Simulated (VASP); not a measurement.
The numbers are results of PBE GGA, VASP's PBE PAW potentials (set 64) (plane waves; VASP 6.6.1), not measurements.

VASP ran on this input.

### POSCAR
```
Ga31SnAs31
1.0
 11.5222104216   0.0000000000   0.0000000000
  0.0000000000  11.5222104216   0.0000000000
  0.0000000000   0.0000000000  11.5222104216
Ga As Sn
31 31 1
Cart
  5.7317261771   0.0137544958   0.0140713566
  8.6276861970   2.8936136255  11.4946232633
  8.6315993528  11.4941121645   2.8951128817
  0.0070456992  11.5170759610  11.5154820038
  2.8727107019   2.8696813158   0.0075095534
  5.7688896450   5.7523016740  11.5055518967
  8.6526829642   8.6508435493   0.0059229658
  2.8738649036   0.0079626182   2.8700300435
  5.6483043320   2.7701431268   2.7714661946
  8.7683291065   5.8906155311   2.7545861633
  5.7675802541  11.5049833228   5.7549172353
  8.7480528944   2.7728185334   5.8743004176
  8.6531135227   0.0077744502   8.6502623149
 11.5118366910   5.7937957485   0.0107369960
  2.8708814588   8.6529988629  11.5220226292
  0.0279205869   2.8930767481   2.8964792418
  2.8569011092   5.7830631575   2.8888062920
  5.7417388777   8.6659832776   2.8897314079
 11.5117292348   0.0114485501   5.7938706498
  2.8567134931   2.8893747172   5.7826353539
  8.6342375046   8.6668093313   5.7813292653
  2.8712632899  11.5207836032   8.6540897074
  5.7404640534   2.8893692579   8.6662028874
  8.6347995661   5.7813422785   8.6670780281
 11.5174929717   8.6520814864   2.8702012889
  0.0167811996   5.7525058844   5.7548058133
  2.8763497374   8.6451548082   5.8065439325
 11.5145776992   2.8693652143   8.6509673002
  2.8766835508   5.8053006825   8.6478482332
  5.7202903717   8.6459639624   8.6478304637
  0.0004975475   8.6512383175   8.6530011362
  7.2398749590   1.4389448226   1.4414980223
 10.0869252075   4.2829530254   1.4362465847
 10.0832819364   1.4390980818   4.2882677855
  1.4372534969   1.4406825228   1.4413948628
  4.3156126260   4.3460405519   1.4433282344
  7.1762183771   7.2084282808   1.4412219524
 10.0827531833  10.0851096240   1.4399596804
  4.3150630350   1.4425871016   4.3475550669
 10.0820242341   7.2084020424   4.3467955620
  7.1752074402   1.4417159568   7.2086461819
 10.0796563726   4.3465965780   7.2082030515
 10.0814887428   1.4402212934  10.0864895112
  1.4364016000   7.2100637134   1.4412069044
  4.3140029974  10.0870715534   1.4417588828
  1.4498001298   4.3250087559   4.3248879466
  4.2895205413   7.2332744493   4.2929247438
  7.1982123180  10.0734845190   4.3256066606
  1.4370117575   1.4412133084   7.2111576009
  4.2882376918   4.2938422459   7.2353706666
  7.2342478168   7.2348685701   7.2360496958
 10.0814827882  10.0861289455   7.2101514585
  4.3136493093   1.4415672880  10.0876294058
  7.1982527955   4.3245080040  10.0737743983
 10.0811384308   7.2093297624  10.0867676044
  1.4398215141  10.0844887243   4.3389193073
  1.4284057805   7.2046033010   7.2066434051
  4.3171152375  10.0916981518   7.2072194580
  1.4385304459   4.3383535633  10.0840427756
  4.3177336702   7.2056588852  10.0940713158
  7.1846967248  10.0854568999  10.0845258489
  1.4426070511  10.0798144251  10.0806252834
  6.0223032612   5.5022357277   5.5028883998
```

**KPOINTS**
```
Automatic mesh
0
gamma
1 1 1
```

### INCAR
```
SYSTEM = Ga31SnAs31
PREC = Normal; ENCUT = 400; LREAL = Auto
LASPH = .True.; ISYM = 0; NELECT = 253.0
EDIFF = 1E-6; NELM = 100; NELMIN = 4
ALGO = Fast; LMAXMIX = 4
ISMEAR = 0; SIGMA = 0.05
GGA = PE
ISPIN = 2; MAGMOM = 63*0.0159; NUPDOWN = 1
LWAVE = .False.; LCHARG = .False.; LORBIT = 11
LHYPERFINE = .True.
```

POTCAR, in this order: Ga As Sn (PBE.64 set). Program: vasp_gam. Read from the step before: WAVECAR.

What VASP printed:

OSZICAR:
```
       N       E                     dE             d eps       ncg     rms          rms(c)
DAV:   1    -0.250752733594E+03   -0.25075E+03   -0.33785E-05   760   0.113E-02    0.424E-03
RMM:   2    -0.250752732969E+03    0.62527E-06   -0.42803E-06   563   0.351E-03    0.197E-03
RMM:   3    -0.250752732834E+03    0.13479E-06   -0.15267E-06   483   0.170E-03    0.103E-03
RMM:   4    -0.250752732860E+03   -0.25546E-07   -0.33463E-07   301   0.805E-04
   1 F= -.25075273E+03 E0= -.25075254E+03  d E =-.388255E-03  mag=     1.0000
```

**OUTCAR**
```
------------------------ aborting loop because EDIFF is reached ----------------------------------------
  FORCE on cell =-STRESS in cart. coord.  units (eV):
  Direction    XX          YY          ZZ          XY          YZ          ZX
  --------------------------------------------------------------------------------------
  Total       26.2867500     26.2339604     26.2310025      2.0245917     -2.0610502      2.0373968
  in kB       27.5321464     27.4768558     27.4737578      2.1205115     -2.1586973      2.1339233
  external PRESSURE =      27.4942534 kB  Pullay stress =       0.0000000 kB
  volume of cell :     1529.70
      direct lattice vectors                 reciprocal lattice vectors
    11.522210422  0.000000000  0.000000000     0.086788903  0.000000000  0.000000000
     0.000000000 11.522210422  0.000000000     0.000000000  0.086788903  0.000000000
     0.000000000  0.000000000 11.522210422     0.000000000  0.000000000  0.086788903
 POSITION                                       TOTAL-FORCE (eV/Angst)
 -----------------------------------------------------------------------------------
      5.73173      0.01375      0.01407        -0.013189     -0.008521     -0.007499
      8.62769      2.89361     11.49462         0.005311     -0.010136      0.000271
      8.63160     11.49411      2.89511         0.001919     -0.006688     -0.000177
      0.00705     11.51708     11.51548        -0.005905      0.005948      0.017609
      2.87271      2.86968      0.00751        -0.010728     -0.009156      0.010015
      5.76889      5.75230     11.50555        -0.000517     -0.001012      0.002276
      8.65268      8.65084      0.00592         0.012219      0.011996      0.007071
      2.87386      0.00796      2.87003        -0.010450      0.007236     -0.010018
      5.64830      2.77014      2.77147        -0.017920     -0.005538      0.004979
      8.76833      5.89062      2.75459         0.021183      0.006745     -0.015581
      5.76758     11.50498      5.75492         0.007526     -0.005581     -0.006593
      8.74805      2.77282      5.87430         0.004637     -0.003949      0.013408
      8.65311      0.00777      8.65026         0.005517      0.000977      0.002724
     11.51184      5.79380      0.01074         0.007743      0.000210     -0.000281
      2.87088      8.65300     11.52202         0.002715      0.002843      0.005715
      0.02792      2.89308      2.89648         0.004140     -0.010695     -0.005149
      2.85690      5.78306      2.88881        -0.002762     -0.009148     -0.004538
      5.74174      8.66598      2.88973        -0.006272      0.013470      0.002400
     11.51173      0.01145      5.79387         0.002914      0.001793      0.013441
      2.85671      2.88937      5.78264        -0.003255     -0.005940      0.005454
      8.63424      8.66681      5.78133         0.002637      0.005095      0.008705
      2.87126     11.52078      8.65409         0.000485      0.004539      0.001090
      5.74046      2.88937      8.66620         0.000199     -0.009419      0.007064
      8.63480      5.78134      8.66708         0.005886      0.001953      0.007422
     11.51749      8.65208      2.87020        -0.003946      0.003927     -0.008032
      0.01678      5.75251      5.75481         0.007369     -0.004106     -0.006451
      2.87635      8.64515      5.80654        -0.011286      0.008169     -0.021255
     11.51458      2.86937      8.65097        -0.001220     -0.007634      0.003829
      2.87668      5.80530      8.64785        -0.012401     -0.022189      0.013252
      5.72029      8.64596      8.64783         0.006223      0.004528      0.005041
      0.00050      8.65124      8.65300         0.000660      0.007457      0.002970
      7.23987      1.43894      1.44150        -0.002891     -0.010306     -0.009902
     10.08693      4.28295      1.43625         0.000481      0.010995      0.001195
     10.08328      1.43910      4.28827         0.010426     -0.007476     -0.003537
      1.43725      1.44068      1.44139        -0.013736     -0.007686     -0.007255
      4.31561      4.34604      1.44333        -0.008008     -0.001199      0.000714
      7.17622      7.20843      1.44122        -0.006312      0.011120     -0.006295
     10.08275     10.08511      1.43996         0.007422      0.014921     -0.004210
      4.31506      1.44259      4.34756        -0.008456     -0.001264     -0.006627
     10.08202      7.20840      4.34680         0.004821      0.015688      0.000868
      7.17521      1.44172      7.20865         0.007839      0.000866      0.005419
     10.07966      4.34660      7.20820        -0.003143     -0.013017      0.003561
     10.08149      1.44022     10.08649         0.007231     -0.002246      0.004075
      1.43640      7.21006      1.44121        -0.001308      0.004298      0.004413
      4.31400     10.08707      1.44176        -0.003273      0.001462      0.002821
      1.44980      4.32501      4.32489        -0.003420     -0.000397     -0.000497
      4.28952      7.23327      4.29292         0.004211      0.003356     -0.012486
      7.19821     10.07348      4.32561         0.000087      0.005675     -0.008658
      1.43701      1.44121      7.21116        -0.007073      0.001921     -0.001834
      4.28824      4.29384      7.23537         0.010645     -0.013690     -0.013612
      7.23425      7.23487      7.23605         0.004843     -0.002552     -0.009824
     10.08148     10.08613      7.21015        -0.000782      0.009396      0.002078
      4.31365      1.44157     10.08763        -0.001665      0.000431      0.001559
      7.19825      4.32451     10.07377        -0.001412     -0.001793     -0.004504
     10.08114      7.20933     10.08677        -0.002298      0.004655      0.006026
      1.43982     10.08449      4.33892        -0.008433      0.012479     -0.014196
      1.42841      7.20460      7.20664         0.008468      0.004679     -0.000173
      4.31712     10.09170      7.20722         0.001236      0.001060     -0.001026
      1.43853      4.33835     10.08404        -0.007822     -0.017443      0.011575
      4.31773      7.20566     10.09407        -0.002497      0.003746     -0.001669
      7.18470     10.08546     10.08453         0.014418      0.011127      0.011437
      1.44261     10.07981     10.08063        -0.014321      0.010049      0.006681
      6.02230      5.50224      5.50289         0.015288     -0.016028     -0.005279
 -----------------------------------------------------------------------------------
    total drift:                                0.114788     -0.122187     -0.154371
  FREE ENERGIE OF THE ION-ELECTRON SYSTEM (eV)
  ---------------------------------------------------
  free  energy   TOTEN  =      -250.7527328597 eV

  energy  without entropy=     -250.7523446042  energy(sigma->0) =     -250.75253873

 total charge

# of ion       s       p       d       tot
------------------------------------------
    1        1.082   1.126   0.123   2.332
    2        1.097   1.138   0.127   2.362
    3        1.096   1.137   0.127   2.361
    4        1.097   1.126   0.124   2.347
    5        1.089   1.121   0.123   2.332
    6        1.104   1.132   0.125   2.361
    7        1.089   1.122   0.123   2.333
    8        1.088   1.121   0.123   2.332
    9        1.135   1.006   0.097   2.238
   10        1.134   1.012   0.098   2.244
   11        1.104   1.132   0.125   2.360
   12        1.135   1.005   0.097   2.237
   13        1.088   1.121   0.123   2.332
   14        1.083   1.127   0.124   2.334
   15        1.092   1.132   0.126   2.350
   16        1.097   1.137   0.127   2.361
   17        1.095   1.142   0.127   2.364
   18        1.096   1.141   0.127   2.364
   19        1.083   1.126   0.123   2.332
   20        1.096   1.141   0.127   2.364
   21        1.096   1.142   0.127   2.365
...
```
(Selected blocks of OUTCAR.)

**OUTCAR**
```
 val. band max:        2.9278951891   @ k =   0.0000   0.0000   0.0000

 cond. band min:       3.0126970111   @ k =   0.0000   0.0000   0.0000


 Fermi energy:         3.0317625473

 spin component 1

 k-point     1 :       0.0000    0.0000    0.0000
  band No.  band energies     occupation
      1     -10.0059      1.00000
      2      -9.2476      1.00000
      3      -9.2443      1.00000
      4      -9.2265      1.00000
      5      -9.2155      1.00000
      6      -9.2145      1.00000
      7      -9.0966      1.00000
      8      -8.6592      1.00000
      9      -8.6561      1.00000
     10      -8.6479      1.00000
     11      -8.6326      1.00000
     12      -8.6307      1.00000
     13      -8.6245      1.00000
     14      -8.6150      1.00000
     15      -8.6141      1.00000
     16      -8.5897      1.00000
     17      -8.5878      1.00000
     18      -8.5868      1.00000
     19      -8.5310      1.00000
     20      -8.5246      1.00000
     21      -8.5230      1.00000
     22      -8.5154      1.00000
     23      -8.1401      1.00000
     24      -7.8955      1.00000
     25      -7.8949      1.00000
     26      -7.8519      1.00000
     27      -7.8333      1.00000
     28      -7.8319      1.00000
     29      -7.8276      1.00000
     30      -7.8147      1.00000
     31      -7.8133      1.00000
     32      -4.4999      1.00000
     33      -4.2507      1.00000
     34      -4.2491      1.00000
     35      -4.2423      1.00000
     36      -4.1395      1.00000
     37      -4.0996      1.00000
     38      -4.0992      1.00000
     39      -4.0835      1.00000
     40      -4.0800      1.00000
     41      -4.0785      1.00000
     42      -4.0232      1.00000
     43      -3.9392      1.00000
     44      -3.9383      1.00000
     45      -3.6938      1.00000
     46      -3.2107      1.00000
     47      -3.2076      1.00000
     48      -3.2010      1.00000
     49      -3.1971      1.00000
...
```

The cell is charged, with a uniform compensating background.  The supercell is sampled at Γ alone, which is coarse: total energies, pressure and levels can be off, energies of defects by several tenths of an eV. Unless said otherwise, spin-orbit coupling is left out, though it shifts the bands of the heavy elements here.

The cell is a supercell with a defect, built from GaAs (zinc blende): Sn_Ga-vac_As, charge -1.
